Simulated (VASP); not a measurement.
# TiSi2 (Zhiqinite) with LDA: from relaxation to properties, part 3 of 4

Wanted: the relaxed cell of TiSi2 (Zhiqinite) and its properties. The start is a cell from a database of measured crystal structures.

VASP 6.6.1; LDA; plane waves and PAW (Ti_sv, Si).

So far. Step 5 (Bands along the symmetry lines (LDA)): Of the bands kept, 4 cross the Fermi level on this path. The relaxed cell has a, b, c = 4.733, 8.139, 8.415 Å (conventional setting).

The database entry behind the starting cell is an old determination (1939), so it need not match the best structure at ambient conditions.

## Step 6: Total and projected DOS (LDA)

A density of states needs more k-points than a total energy; ISMEAR = -5 takes tetrahedra, and LORBIT projects the states on the PAW spheres. The mesh is finer than in the run before.

The input, INCAR:

```
SYSTEM = TiSi2
PREC = Accurate
ENCUT = 400
EDIFF = 1E-06
NELM = 100
ISMEAR = -5
SIGMA = 0.05
LREAL = .FALSE.
ALGO = Normal
GGA = CA
NBANDS = 36
LASPH = .TRUE.
LORBIT = 11
LWAVE = .FALSE.
LCHARG = .FALSE.
KPAR = 4
NEDOS = 2001
```

The input, POSCAR:

```
TiSi2
1.0
    0.0000000000      4.0693933706      4.2076317130
    2.3665092189      0.0000000000      4.2076317130
    2.3665092189      4.0693933706      0.0000000000
Ti Si
2 4
Direct
    0.7500000000      0.7500000000      0.7500000000
    0.5000000000      0.5000000000      0.5000000000
    0.0849561139      0.4150438861      0.0849561139
    0.4150438861      0.0849561139      0.4150438861
    0.1650438861      0.8349561139      0.1650438861
    0.8349561139      0.1650438861      0.8349561139
```

The input, KPOINTS:

```
Automatic mesh
0
Gamma
9 9 9
0 0 0
```

Potentials, in the order of the species: Ti_sv and Si (LDA family, release 64).

On the command line:

```bash
$ mpirun -np 4 vasp_std
```

The log of the run:

```text
[... set-up lines as in an earlier step ...]
 entering main loop
       N       E                     dE             d eps       ncg     rms          rms(c)
DAV:   1     0.345433232536E+03    0.34543E+03   -0.15372E+04  9008   0.992E+02
DAV:   2    -0.896170300270E+01   -0.35439E+03   -0.33860E+03  9132   0.320E+02
DAV:   3    -0.457087165824E+02   -0.36747E+02   -0.35931E+02 13968   0.919E+01
DAV:   4    -0.482348229411E+02   -0.25261E+01   -0.24983E+01 12296   0.218E+01
DAV:   5    -0.483438334313E+02   -0.10901E+00   -0.10899E+00 12740   0.409E+00    0.192E+01
DAV:   6    -0.456042345377E+02    0.27396E+01   -0.14470E+01 11880   0.316E+01    0.691E+00
DAV:   7    -0.450325115260E+02    0.57172E+00   -0.29342E+00 10684   0.150E+01    0.577E+00
DAV:   8    -0.449561578017E+02    0.76354E-01   -0.48028E-01 10700   0.558E+00    0.176E+00
DAV:   9    -0.449360672546E+02    0.20091E-01   -0.10236E-01 10744   0.298E+00    0.545E-01
DAV:  10    -0.449361019253E+02   -0.34671E-04   -0.53547E-03 11556   0.413E-01    0.271E-01
DAV:  11    -0.449359162207E+02    0.18570E-03   -0.24611E-03 13084   0.351E-01    0.166E-01
DAV:  12    -0.449358734680E+02    0.42753E-04   -0.45784E-04 10780   0.196E-01    0.209E-02
DAV:  13    -0.449358679383E+02    0.55296E-05   -0.18124E-05 11024   0.316E-02    0.138E-02
DAV:  14    -0.449358694054E+02   -0.14670E-05   -0.25970E-06 10064   0.109E-02    0.288E-03
DAV:  15    -0.449358689833E+02    0.42201E-06   -0.69451E-08  5704   0.181E-03
   1 F= -.44935869E+02 E0= -.44935869E+02  d E =0.000000E+00
 -----------------------------------------------------------------------------
|                                                                             |
|           W    W    AA    RRRRR   N    N  II  N    N   GGGG   !!!           |
|           W    W   A  A   R    R  NN   N  II  NN   N  G    G  !!!           |
|           W    W  A    A  R    R  N N  N  II  N N  N  G       !!!           |
|           W WW W  AAAAAA  RRRRR   N  N N  II  N  N N  G  GGG   !            |
|           WW  WW  A    A  R   R   N   NN  II  N   NN  G    G                |
|           W    W  A    A  R    R  N    N  II  N    N   GGGG   !!!           |
|                                                                             |
|     Tetrahedron method does not include variations of the Fermi             |
|     occupations, so forces and stress will be inaccurate. We suggest        |
|     using a different smearing scheme ISMEAR = 1 or 2 for metals in         |
|     relaxations.                                                            |
|                                                                             |
 -----------------------------------------------------------------------------
```

Wall time 2.4 min (4 MPI ranks of AMD EPYC 7R43, shared host); peak memory 1.1 GiB; 9.4 min of CPU time.

Parts of OUTCAR (step 6):

```text
   k-points           NKPTS =    125   k-points in BZ     NKDIM =    125   number of bands    NBANDS=     36

   NELECT =      40.0000    total number of electrons

 E-fermi :  10.4653

 k-point     1 :       0.0000    0.0000    0.0000
  band No.  band energies     occupation
    ...
     17       8.2128      2.00000
     18       8.5264      2.00000
     19       8.7783      2.00000
     20       9.1038      2.00000
     21       9.5341      2.00000
     22      12.6062      0.00000
     23      13.7466      0.00000
     24      14.0486      0.00000
     25      14.0659      0.00000
     26      14.0732      0.00000
    ...

  Total       -0.0187687     -0.4225854      0.4251107      0.0000000      0.0000000      0.0000000
  in kB       -0.3710561     -8.3544811      8.4044059      0.0000000      0.0000000      0.0000000
  external PRESSURE =      -0.1070438 kB  Pullay stress =       0.0000000 kB

 POSITION                                       TOTAL-FORCE (eV/Angst)
 -----------------------------------------------------------------------------------
      3.54976      6.10409      6.31145        -0.000000      0.000000      0.000000
      2.36651      4.06939      4.20763         0.000000      0.000000     -0.000000
      1.18325      0.69144      2.10382        -0.000000      0.020949      0.000000
      1.18325      3.37795      2.10382        -0.000000     -0.020949      0.000000
      2.36651      1.34326      4.20763         0.000000     -0.020949      0.000000
      2.36651      6.79553      4.20763         0.000000      0.020949      0.000000
 -----------------------------------------------------------------------------------
    total drift:                               -0.000000      0.000000      0.000000

  FREE ENERGIE OF THE ION-ELECTRON SYSTEM (eV)
  ---------------------------------------------------
  free  energy   TOTEN  =       -44.9358689833 eV

  energy  without entropy=      -44.9358689833  energy(sigma->0) =      -44.93586898

[... 7 parts as in an earlier step ...]

[... 9 further parts left out ...]
```

With tetrahedra the forces and stress of a metal are not exact derivatives of the energy.

This step gave:

```yaml
scf_cycles: 15
irreducible_k_points: 125
free_energy_toten: -44.94 eV
fermi_energy: 10.47 eV
pressure: -0.01070 GPa
dos_at_the_fermi_level: 2.256 states/eV/cell
```

The density of states has structure finer than the step of the table below, so its rows give means over 1 eV, whole bins alone (the curve runs from -12.0 to 3.93 eV). Peaks (eV: height): total -2.0: 4.67, -1.2: 5.62, 3.0: 8.23, 3.8: 6.29; Ti d -1.0: 2.24, 1.5: 2.60, 3.0: 5.30, 3.8: 2.96; Si p -2.7: 0.752, -2.0: 0.966, -1.5: 0.900, 2.8: 0.627; Si s -10.7: 0.568, -9.4: 0.526, -7.9: 0.628, 3.3: 0.526; Ti p -2.7: 0.139, -2.3: 0.155, -2.0: 0.170, -1.5: 0.157.

States under -12.0 eV and over 3.9 eV are left out. Density of states against energy, zero at the Fermi level; means over each step; values in states/eV/cell:

```csv
energy (eV),total,Ti d,Si p,Si s,Ti p,Ti s
-11,1.08,0.00679,0.0369,0.386,0.0248,0.0262
-10,0.858,0.0133,0.0450,0.296,0.0217,0.0129
-9,1.16,0.0307,0.0836,0.375,0.0263,0.0183
-8,1.61,0.0707,0.135,0.492,0.0323,0.0278
-7,1.09,0.0602,0.112,0.309,0.0190,0.0207
-6,1.48,0.0900,0.163,0.391,0.0323,0.0335
-5,1.66,0.123,0.347,0.153,0.0404,0.0538
-4,2.09,0.202,0.446,0.170,0.0561,0.0721
-3,2.60,0.367,0.559,0.148,0.0942,0.0570
-2,3.86,0.884,0.793,0.115,0.139,0.0235
-1,4.63,1.80,0.660,0.0632,0.0940,0.0112
0,2.13,1.07,0.229,0.0262,0.0137,0.00244
1,2.76,1.64,0.195,0.0501,0.0259,0.00658
2,2.34,1.24,0.258,0.110,0.0164,0.0234
3,6.06,3.68,0.418,0.369,0.0441,0.0410
```

The finer mesh and the other smearing move the Fermi level by -0.10 eV from the 6×6×6 run, one measure of the sampling error in the zero of the bands above. Of the states within 0.3 eV of the Fermi level, the largest shares in the PAW spheres are Ti d 51 % and Si p 11 %. The rest lies in smaller channels or between the spheres.

## Step 7: Field gradients at the nuclei (LDA)

Field gradients probe how far the charge around each nucleus departs from cubic symmetry; LASPH keeps the non-spherical terms inside the spheres.

The input, INCAR:

```
SYSTEM = TiSi2
PREC = Accurate
ENCUT = 400
EDIFF = 1E-07
NELM = 100
ISMEAR = 0
SIGMA = 0.05
LREAL = .FALSE.
ALGO = Normal
GGA = CA
NBANDS = 26
LASPH = .TRUE.
LORBIT = 11
LWAVE = .FALSE.
LCHARG = .FALSE.
KPAR = 4
LEFG = .TRUE.
```

POSCAR is that of step 6.

The input, KPOINTS:

```
Automatic mesh
0
Gamma
6 6 6
0 0 0
```

On the command line:

```bash
$ mpirun -np 4 vasp_std
```

The log of the run:

```text
[... set-up lines as in an earlier step ...]
 entering main loop
       N       E                     dE             d eps       ncg     rms          rms(c)
[... 13 cycles as in an earlier step ...]
DAV:  14    -0.449645912243E+02    0.25765E-06   -0.22334E-06  3112   0.122E-02    0.432E-03
DAV:  15    -0.449645910559E+02    0.16846E-06   -0.13129E-06  3400   0.848E-03    0.365E-04
DAV:  16    -0.449645910485E+02    0.73765E-08   -0.36918E-08  1800   0.162E-03
ion   1
     0.0000000     0.0000000    -0.0000000     1.6948794     0.0000000     2.0688206
     0.0000422     0.0000000    -0.0000000     1.6948794     0.0000000     2.0688206
     0.0000581     0.0000000    -0.0000000     1.6948794     0.0000000     2.0688206
     0.0000800     0.0000000    -0.0000000     1.6948794     0.0000000     2.0688206
     0.0001102     0.0000000    -0.0000000     1.6948794     0.0000000     2.0688206

     0.0000000     0.0000000    -0.0000000     7.6961089    -0.0000000     7.1424142
     0.0000422     0.0000000    -0.0000000     7.6960778    -0.0000000     7.1424035
     0.0000581     0.0000000    -0.0000000     7.6960602    -0.0000000     7.1423980
     0.0000800     0.0000000    -0.0000000     7.6960318    -0.0000000     7.1423893
     0.0001102     0.0000000    -0.0000000     7.6959861    -0.0000000     7.1423757

ion   2
     0.0000000     0.0000000    -0.0000000     1.6948794     0.0000000     2.0688206
     0.0000422     0.0000000    -0.0000000     1.6948794     0.0000000     2.0688206
     0.0000581     0.0000000    -0.0000000     1.6948794     0.0000000     2.0688206
     0.0000800     0.0000000    -0.0000000     1.6948794     0.0000000     2.0688206
     0.0001102     0.0000000    -0.0000000     1.6948794     0.0000000     2.0688206

     0.0000000     0.0000000    -0.0000000     7.6961089    -0.0000000     7.1424142
     0.0000422     0.0000000    -0.0000000     7.6960778    -0.0000000     7.1424035
     0.0000581     0.0000000    -0.0000000     7.6960602    -0.0000000     7.1423980
     0.0000800     0.0000000    -0.0000000     7.6960318    -0.0000000     7.1423893
     0.0001102     0.0000000    -0.0000000     7.6959861    -0.0000000     7.1423757

ion   3
     0.0000000    -0.0000000     0.0000000     0.8733205    -1.2524598     0.5343545
     0.0000353    -0.0000000     0.0000000     0.8733205    -1.2524598     0.5343545
     0.0000487    -0.0000000     0.0000000     0.8733205    -1.2524598     0.5343545
     0.0000670    -0.0000000     0.0000000     0.8733205    -1.2524598     0.5343545
     0.0000923    -0.0000000     0.0000000     0.8733205    -1.2524598     0.5343545

     0.0000000    -0.0000000     0.0000000    11.0838640   -24.9834977     6.2338369
     0.0000353    -0.0000000     0.0000000    11.0838451   -24.9834536     6.2338264
     0.0000487    -0.0000000     0.0000000    11.0838335   -24.9834264     6.2338200
     0.0000670    -0.0000000     0.0000000    11.0838141   -24.9833810     6.2338092
     0.0000923    -0.0000000     0.0000000    11.0837820   -24.9833059     6.2337913

ion   4
     0.0000000     0.0000000    -0.0000000     0.8733205     1.2524598     0.5343545
     0.0000353     0.0000000    -0.0000000     0.8733205     1.2524598     0.5343545
     0.0000487     0.0000000    -0.0000000     0.8733205     1.2524598     0.5343545
     0.0000670     0.0000000    -0.0000000     0.8733205     1.2524598     0.5343545
     0.0000923     0.0000000    -0.0000000     0.8733205     1.2524598     0.5343545

     0.0000000     0.0000000    -0.0000000    11.0838640    24.9834977     6.2338369
     0.0000353     0.0000000    -0.0000000    11.0838451    24.9834536     6.2338264
     0.0000487     0.0000000    -0.0000000    11.0838335    24.9834264     6.2338200
     0.0000670     0.0000000    -0.0000000    11.0838141    24.9833810     6.2338092
     0.0000923     0.0000000    -0.0000000    11.0837820    24.9833059     6.2337913

ion   5
     0.0000000     0.0000000     0.0000000     0.8733205    -1.2524598     0.5343545
     0.0000353     0.0000000     0.0000000     0.8733205    -1.2524598     0.5343545
     0.0000487     0.0000000     0.0000000     0.8733205    -1.2524598     0.5343545
     0.0000670     0.0000000     0.0000000     0.8733205    -1.2524598     0.5343545
     0.0000923     0.0000000     0.0000000     0.8733205    -1.2524598     0.5343545

     0.0000000     0.0000000     0.0000000    11.0838640   -24.9834977     6.2338369
     0.0000353     0.0000000     0.0000000    11.0838451   -24.9834536     6.2338264
     0.0000487     0.0000000     0.0000000    11.0838335   -24.9834264     6.2338200
     0.0000670     0.0000000     0.0000000    11.0838141   -24.9833810     6.2338092
     0.0000923     0.0000000     0.0000000    11.0837820   -24.9833059     6.2337913

ion   6
     0.0000000     0.0000000    -0.0000000     0.8733205     1.2524598     0.5343545
     0.0000353     0.0000000    -0.0000000     0.8733205     1.2524598     0.5343545
     0.0000487     0.0000000    -0.0000000     0.8733205     1.2524598     0.5343545
     0.0000670     0.0000000    -0.0000000     0.8733205     1.2524598     0.5343545
     0.0000923     0.0000000    -0.0000000     0.8733205     1.2524598     0.5343545

     0.0000000     0.0000000    -0.0000000    11.0838640    24.9834977     6.2338369
     0.0000353     0.0000000    -0.0000000    11.0838451    24.9834536     6.2338264
     0.0000487     0.0000000    -0.0000000    11.0838335    24.9834264     6.2338200
     0.0000670     0.0000000    -0.0000000    11.0838141    24.9833810     6.2338092
     0.0000923     0.0000000    -0.0000000    11.0837820    24.9833059     6.2337913

   1 F= -.44964591E+02 E0= -.44963382E+02  d E =-.241753E-02
```

It took 45 s on 4 MPI ranks; peak memory 0.66 GiB; 2.9 min of CPU time.

From OUTCAR (step 7):

```text
   NELECT =      40.0000    total number of electrons

 E-fermi :  10.5611

 k-point     1 :       0.0000    0.0000    0.0000
  band No.  band energies     occupation
    ...
     17       8.2114      2.00000
     18       8.5264      2.00000
     19       8.7769      2.00000
     20       9.1033      2.00000
     21       9.5314      2.00000
     22      12.6033      0.00000
     23      13.7433      0.00000
     24      14.0435      0.00000
     25      14.0731      0.00000
     26      14.2261      0.00000

  Total       -0.0289046     -0.0347583      0.0267667      0.0000000      0.0000000      0.0000000
  in kB       -0.5714425     -0.6871689      0.5291747      0.0000000      0.0000000      0.0000000
  external PRESSURE =      -0.2431456 kB  Pullay stress =       0.0000000 kB

 POSITION                                       TOTAL-FORCE (eV/Angst)
 -----------------------------------------------------------------------------------
      3.54976      6.10409      6.31145         0.000000     -0.000000     -0.000000
      2.36651      4.06939      4.20763         0.000000      0.000000      0.000000
      1.18325      0.69144      2.10382        -0.000000      0.001276      0.000000
      1.18325      3.37795      2.10382        -0.000000     -0.001276      0.000000
      2.36651      1.34326      4.20763         0.000000     -0.001276      0.000000
      2.36651      6.79553      4.20763         0.000000      0.001276      0.000000
 -----------------------------------------------------------------------------------
    total drift:                               -0.000000      0.000000      0.000000

  FREE ENERGIE OF THE ION-ELECTRON SYSTEM (eV)
  ---------------------------------------------------
  free  energy   TOTEN  =       -44.9645910485 eV

  energy  without entropy=      -44.9621735196  energy(sigma->0) =      -44.96338228

 Electric field gradients after diagonalization (V/A^2)
 (convention: |V_zz| > |V_xx| > |V_yy|)
----------------------------------------------------------------------
 ion       V_xx      V_yy      V_zz     asymmetry (V_yy - V_xx)/ V_zz
----------------------------------------------------------------------
   1      -8.340    -2.820    11.160       0.495
   2      -8.340    -2.820    11.160       0.495
   3      21.502    14.110   -35.611       0.208
   4      21.502    14.109   -35.612       0.208
   5      21.502    14.110   -35.611       0.208
   6      21.502    14.109   -35.612       0.208
----------------------------------------------------------------------

[... 10 parts as in an earlier step ...]

[... 7 further parts left out ...]
```

This step gave:

```
SCF cycles           : 16
bands                : 26
irreducible k-points : 46
free energy (TOTEN)  : -44.96 eV
Fermi energy         : 10.56 eV
pressure             : -0.02431 GPa
```

Electric field gradients, by row:

```csv
atom,Vxx (V/Å²),Vyy (V/Å²),Vzz (V/Å²),asymmetry
Ti1,-8.34,-2.82,11.16,0.495
Ti2,-8.34,-2.82,11.16,0.495
Si3,21.5,14.11,-35.61,0.208
Si4,21.5,14.11,-35.61,0.208
Si5,21.5,14.11,-35.61,0.208
Si6,21.5,14.11,-35.61,0.208
```

The largest gradient, -35.61 V/Å², sits on Si4 and like sites; the stable nuclei of Si have no quadrupole moment in their ground state, so NMR and NQR don't see it.

(Part 3 of 4 ends here.)

[Lines on the potential files, build, host, timing and source positions are cut from VASP's logs without a mark.]

[Logs are printed without paths, hosts, clocks, repeated set-up lines and the standing remarks that a program may print on its own settings, such as how far it seeks lower states.]

[Hosts, paths, dates, database ids (printed as entryN), source tags and the programs' standing remarks are cut or masked in the printed files.]

[A measured line is paired with the nearest computed mode of its activity, which favours agreement.]
